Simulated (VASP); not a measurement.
```
CELL_PARAMETERS angstrom
      4.63992     0.00000     0.00000
      0.00000     4.63992     0.00000
      0.00000     0.00000     4.63992
ATOMIC_POSITIONS crystal
  Ag 0.75000 0.25000 0.75000
  Ag 0.25000 0.75000 0.75000
  Ag 0.75000 0.75000 0.25000
  Ag 0.25000 0.25000 0.25000
  O  0.00000 0.00000 0.00000
  O  0.50000 0.50000 0.50000
```

These are PBE GGA, VASP's PBE PAW potentials (set 64) (plane waves; VASP 6.6.1) values and carry that method's errors. Run with 620 eV cut-off, 5×5×5 Γ-centred mesh, Gaussian smearing of 0.050 eV, potentials Ag O.

**Question.** What does the run give for the energy per atom (σ→0), pressure, band gap (on the k-mesh) with the smallest direct gap where there is one?

**Answer.** 
```yaml
band gap (on the k-mesh): 0.12 eV
smallest direct gap (on the k-mesh): 0.12 eV
energy per atom (σ→0): -3.522 eV/atom
pressure: 10.00 GPa
```

Total energies compare only between runs with the same potentials, cut-off and functional.

The compound is Ag2O in the cuprite structure. It was relaxed first under an external pressure of 10 GPa.
